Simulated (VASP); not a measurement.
# Hf (Hafnium): structure and properties in VASP, part 4 of 4

What structure does Hf (Hafnium) take at this level, and what are its properties? The start is a cell from a database of measured crystal structures.

VASP 6.6.1; LDA; plane waves and PAW (Hf_pv).

Still holding for the runs below: The k-mesh is coarse for a metal.

So far. Step 6 (Total and projected DOS (LDA)): The finer mesh and the other smearing move the Fermi level by -0.04 eV from the 8×8×5 run, a small shift, which tests the Fermi level alone. Of the states within 0.3 eV of the Fermi level, the largest shares in the PAW spheres are Hf d 56 % and Hf p 17 %. The rest lies in smaller channels or between the spheres. The relaxed cell has a = 3.117, c = 4.958 Å (conventional setting).

### 8. Field gradients at the nuclei (LDA)

Field gradients probe how far the charge around each nucleus departs from cubic symmetry; LASPH keeps the non-spherical terms inside the spheres.

File INCAR:

```
SYSTEM = Hf
PREC = Accurate
ENCUT = 400
EDIFF = 1E-07
NELM = 100
ISMEAR = 1
SIGMA = 0.2
LREAL = .FALSE.
ALGO = Normal
GGA = CA
NBANDS = 16
LASPH = .TRUE.
LORBIT = 11
LWAVE = .FALSE.
LCHARG = .FALSE.
KPAR = 2
LEFG = .TRUE.
```

File POSCAR:

```
Hf
1.0
    3.1171552858      0.0000000000      0.0000000000
   -1.5585776429      2.6995356651      0.0000000000
    0.0000000000      0.0000000000      4.9580244061
Hf
2
Direct
    0.3333333333      0.6666666667      0.2500000000
    0.6666666667      0.3333333333      0.7500000000
```

File KPOINTS:

```
Automatic mesh
0
Gamma
8 8 5
0 0 0
```

Potentials, in the order of the species: Hf_pv (LDA family, release 64).

The run is started by

```sh
mpirun -np 2 vasp_std
```

The log of the run:

```text
[... set-up lines as in an earlier step ...]
 entering main loop
       N       E                     dE             d eps       ncg     rms          rms(c)
[... 10 cycles as in an earlier step ...]
DAV:  11    -0.213875863355E+02    0.33780E-05   -0.48507E-06  1296   0.148E-02    0.114E-02
DAV:  12    -0.213875863022E+02    0.33275E-07   -0.45619E-07  1088   0.469E-03
ion   1
     0.0000000     0.0000000     0.0000000    -1.5915585     0.0000000    -0.0000000
     0.0000654     0.0000000     0.0000000    -1.5915584     0.0000000    -0.0000000
     0.0000901     0.0000000     0.0000000    -1.5915584     0.0000000    -0.0000000
     0.0001241     0.0000000     0.0000000    -1.5915584     0.0000000    -0.0000000
     0.0001709     0.0000000     0.0000000    -1.5915583     0.0000000    -0.0000000

     0.0000000     0.0000000     0.0000000   -79.4231920     0.0000000    -0.0000005
     0.0000654     0.0000000     0.0000000   -79.3501748     0.0000000    -0.0000005
     0.0000901     0.0000000     0.0000000   -79.3141484     0.0000000    -0.0000005
     0.0001241     0.0000000     0.0000000   -79.2584661     0.0000000    -0.0000005
     0.0001709     0.0000000     0.0000000   -79.1727588     0.0000000    -0.0000005

ion   2
     0.0000000     0.0000000     0.0000000    -1.5915585    -0.0000000    -0.0000000
     0.0000654     0.0000000     0.0000000    -1.5915584    -0.0000000    -0.0000000
     0.0000901     0.0000000     0.0000000    -1.5915584    -0.0000000    -0.0000000
     0.0001241     0.0000000     0.0000000    -1.5915584    -0.0000000    -0.0000000
     0.0001709     0.0000000     0.0000000    -1.5915583    -0.0000000    -0.0000000

     0.0000000     0.0000000     0.0000000   -79.4231920    -0.0000000    -0.0000005
     0.0000654     0.0000000     0.0000000   -79.3501748    -0.0000000    -0.0000005
     0.0000901     0.0000000     0.0000000   -79.3141484    -0.0000000    -0.0000005
     0.0001241     0.0000000     0.0000000   -79.2584661    -0.0000000    -0.0000005
     0.0001709     0.0000000     0.0000000   -79.1727588    -0.0000000    -0.0000005

   1 F= -.21387586E+02 E0= -.21388049E+02  d E =0.138771E-02
```

It took 6.6 s on 2 MPI ranks of AMD EPYC 7R43, shared host; peak memory 0.19 GiB; 12 s of CPU time.

Parts of OUTCAR (step 8):

```text
   NELECT =      20.0000    total number of electrons

 E-fermi :   5.3605

  Total       -0.0007794     -0.0007794     -0.0051788      0.0000000     -0.0000000      0.0000000
  in kB       -0.0299312     -0.0299312     -0.1988768      0.0000000     -0.0000000      0.0000000
  external PRESSURE =      -0.0862464 kB  Pullay stress =       0.0000000 kB

  FREE ENERGIE OF THE ION-ELECTRON SYSTEM (eV)
  ---------------------------------------------------
  free  energy   TOTEN  =       -21.3875863022 eV

  energy  without entropy=      -21.3889740154  energy(sigma->0) =      -21.38804887

 Electric field gradients after diagonalization (V/A^2)
 (convention: |V_zz| > |V_xx| > |V_yy|)
----------------------------------------------------------------------
 ion       V_xx      V_yy      V_zz     asymmetry (V_yy - V_xx)/ V_zz
----------------------------------------------------------------------
   1     -50.056   -50.053   100.110       0.000
   2     -50.056   -50.053   100.110       0.000
----------------------------------------------------------------------

[... 18 parts as in an earlier step ...]

[... 1 further part left out ...]
```

Numbers from this step:

```yaml
irreducible_k_points: 30
fermi_energy: 5.361 eV
pressure: -0.008625 GPa
```

Electric field gradients, by row:

```
atom  Vxx (V/Å²)  Vyy (V/Å²)  Vzz (V/Å²)  asymmetry
 Hf1      -50.06      -50.05       100.1          0
 Hf2      -50.06      -50.05       100.1          0
```

The largest gradient, 100.11 V/Å², sits on Hf1 and like sites; times the quadrupole moment of a nucleus that has one, it gives the coupling that NMR and NQR see.

### 9. Self-consistent run (LDA) with a changed input

This run is made with a changed input; what comes of it follows.

INCAR: that of step 8 with these lines changed.

```diff
@@ -3,3 +3,3 @@
 ENCUT = 400
-EDIFF = 1E-07
+EDIFF = 1E-13
 NELM = 100
@@ -16,2 +16,2 @@
 KPAR = 2
-LEFG = .TRUE.
+ISIF = 2
```

POSCAR is that of step 8.

KPOINTS is that of step 8.

The run is started by

```sh
mpirun -np 2 vasp_std
```

The log of the run:

```text
[... set-up lines as in an earlier step ...]
 entering main loop
       N       E                     dE             d eps       ncg     rms          rms(c)
[... 11 cycles as in an earlier step ...]
DAV:  12    -0.213875863022E+02    0.33324E-07   -0.45622E-07  1104   0.469E-03    0.973E-03
DAV:  13    -0.213875862857E+02    0.16503E-07   -0.24659E-08  1232   0.114E-03    0.892E-04
DAV:  14    -0.213875862856E+02    0.12869E-09   -0.97838E-10  1248   0.253E-04    0.141E-04
DAV:  15    -0.213875862856E+02   -0.35925E-10   -0.41697E-11  1216   0.408E-05    0.251E-05
DAV:  16    -0.213875862855E+02    0.79126E-10   -0.27517E-12  1680   0.982E-06    0.130E-05
DAV:  17    -0.213875862852E+02    0.35334E-09    0.16956E-12  1408   0.264E-06    0.900E-06
DAV:  18    -0.213875862853E+02   -0.12574E-09   -0.10629E-12  1320   0.176E-06    0.386E-07
DAV:  19    -0.213875862857E+02   -0.45566E-09   -0.10438E-12  1360   0.243E-07    0.374E-07
DAV:  20    -0.213875862857E+02    0.14097E-10   -0.56762E-13  1296   0.679E-08    0.505E-08
DAV:  21    -0.213875862850E+02    0.76375E-09    0.82856E-13  1240   0.244E-08    0.104E-08
DAV:  22    -0.213875862852E+02   -0.22874E-09    0.13207E-12  1136   0.734E-09    0.184E-08
DAV:  23    -0.213875862850E+02    0.17621E-09    0.25830E-13  1072   0.297E-09    0.147E-08
DAV:  24    -0.213875862857E+02   -0.72941E-09   -0.14612E-12  1160   0.346E-09    0.190E-09
DAV:  25    -0.213875862857E+02    0.42292E-10    0.67967E-13  1064   0.146E-09    0.139E-09
DAV:  26    -0.213875862855E+02    0.17781E-09    0.21510E-12  1048   0.771E-10    0.103E-09
DAV:  27    -0.213875862857E+02   -0.15712E-09    0.11909E-12  1072   0.632E-10    0.112E-09
DAV:  28    -0.213875862850E+02    0.69144E-09   -0.26405E-13  1080   0.463E-10    0.167E-09
DAV:  29    -0.213875862853E+02   -0.35857E-09    0.18049E-12  1072   0.622E-10    0.995E-10
DAV:  30    -0.213875862859E+02   -0.55434E-09   -0.40504E-13  1112   0.552E-10    0.141E-09
DAV:  31    -0.213875862854E+02    0.53615E-09    0.14085E-13  1136   0.611E-10    0.104E-09
DAV:  32    -0.213875862860E+02   -0.58662E-09    0.32867E-14  1080   0.604E-10    0.105E-09
DAV:  33    -0.213875862859E+02    0.48885E-10   -0.13218E-13  1072   0.590E-10    0.122E-09
DAV:  34    -0.213875862857E+02    0.17008E-09   -0.56720E-14  1024   0.545E-10    0.102E-09
DAV:  35    -0.213875862860E+02   -0.22123E-09   -0.60436E-14   936   0.446E-10    0.106E-09
DAV:  36    -0.213875862857E+02    0.28672E-09    0.13753E-13  1136   0.408E-10    0.906E-10
DAV:  37    -0.213875862851E+02    0.59845E-09   -0.44671E-13  1024   0.689E-10    0.165E-09
DAV:  38    -0.213875862855E+02   -0.46816E-09    0.15330E-12  1016   0.534E-10    0.896E-10
DAV:  39    -0.213875862858E+02   -0.22555E-09    0.60831E-13   960   0.518E-10    0.110E-09
DAV:  40    -0.213875862856E+02    0.13824E-09   -0.47536E-13  1024   0.503E-10    0.893E-10
DAV:  41    -0.213875862858E+02   -0.15984E-09    0.32228E-13   992   0.411E-10    0.106E-09
DAV:  42    -0.213875862859E+02   -0.79126E-10   -0.44798E-13  1016   0.425E-10    0.105E-09
DAV:  43    -0.213875862857E+02    0.19418E-09    0.16196E-12  1056   0.423E-10    0.939E-10
DAV:  44    -0.213875862858E+02   -0.16485E-09    0.21437E-12  1064   0.518E-10    0.960E-10
DAV:  45    -0.213875862858E+02   -0.12960E-10   -0.93929E-14  1128   0.444E-10    0.951E-10
DAV:  46    -0.213875862850E+02    0.85265E-09   -0.52381E-13  1040   0.558E-10    0.174E-09
DAV:  47    -0.213875862855E+02   -0.47339E-09   -0.25521E-13  1040   0.736E-10    0.925E-10
DAV:  48    -0.213875862859E+02   -0.45270E-09    0.19373E-12   976   0.617E-10    0.124E-09
DAV:  49    -0.213875862850E+02    0.90517E-09    0.29804E-13  1088   0.491E-10    0.142E-09
DAV:  50    -0.213875862851E+02   -0.35470E-10    0.13969E-13  1128   0.663E-10    0.174E-09
DAV:  51    -0.213875862851E+02    0.68212E-12   -0.25944E-13  1168   0.586E-10
   1 F= -.21387586E+02 E0= -.21388049E+02  d E =0.138778E-02
```

The job ended after 24 s (2 MPI ranks; peak memory 0.19 GiB).

Parts of OUTCAR (step 9):

```text
   NELECT =      20.0000    total number of electrons

 E-fermi :   5.3605

 k-point     1 :       0.0000    0.0000    0.0000
  band No.  band energies     occupation
    ...
      4     -24.5061      2.00000
      5     -24.4996      2.00000
      6     -24.4996      2.00000
      7      -2.2514      2.00000
      8       1.3595      2.00000
      9       6.3164     -0.00000
     10       6.4298     -0.00000
     11       6.4298     -0.00000
     12       6.6659     -0.00000
     13       7.3070     -0.00000
    ...

  Total        0.0007905      0.0007905     -0.0034934      0.0000000      0.0000000     -0.0000000
  in kB        0.0303563      0.0303563     -0.1341541      0.0000000      0.0000000     -0.0000000
  external PRESSURE =      -0.0244805 kB  Pullay stress =       0.0000000 kB

  FREE ENERGIE OF THE ION-ELECTRON SYSTEM (eV)
  ---------------------------------------------------
  free  energy   TOTEN  =       -21.3875862851 eV

  energy  without entropy=      -21.3889740610  energy(sigma->0) =      -21.38804888

[... 11 parts as in an earlier step ...]

[... 7 further parts left out ...]
```

The run converged, and its energy and pressure stay near those of the sound run.

Against the sound run on this cell (field gradients at the nuclei (LDA)) the energy at zero smearing moves by -0.0 meV an atom and the pressure by +0.01 GPa.

Settings moved from the usual: EDIFF = 1e-13.

An EDIFF this small lies at or under the numerical noise of the energy, so it buys cycles and no accuracy.

### 10. Summary of results

```
relaxed volume                            : 20.86 Å³/atom
relaxed conventional cell a, b, c         : 3.117, 3.117, 4.958 Å; angles 90.0, 90.0, 120.0°
space group after relaxing, within 0.02 Å : P6_3/mmc (No. 194)
band gap                                  : none, a metal
DOS at the Fermi level                    : 1.53 states/eV/cell
highest zone-centre mode                  : 108 cm⁻¹
largest field gradient Vzz                : 100.11 V/Å² on Hf1
```

With LDA, Hf (Hafnium) relaxes to 20.86 Å³/atom in space group P6_3/mmc (held by the symmetry of the run) and comes out as a metal. Against the listed cell the volume lies -6.8 % (a -2.5 %, c -2.0 %). Bands along the symmetry lines (LDA): Of the bands kept, 4 cross the Fermi level on this path. Vibrations at Γ (LDA): The highest mode in this list at Γ lies at 107.6 cm⁻¹. Spin-orbit coupling is left out, and with elements this heavy it would split and shift bands near the Fermi level. The k-sampling is coarse for a metal, so the Fermi level, pressures and the shape of the cell carry errors. Modes at Γ alone can't show that the crystal is stable at other wave vectors. No search among competing phases was made. All values are for a static lattice at zero temperature.

[Lines on the potential files, build, host, timing and source positions are cut from VASP's logs without a mark.]

[Logs are printed without paths, hosts, clocks, repeated set-up lines and the standing remarks that a program may print on its own settings, such as how far it seeks lower states.]

[Hosts, paths, dates, database ids (printed as entryN), source tags and the programs' standing remarks are cut or masked in the printed files.]

[A measured line is paired with the nearest computed mode of its activity, which favours agreement.]

[In band tables of VASP the shares of atoms and orbitals are scaled to a sum of 1 inside the atoms' spheres.]
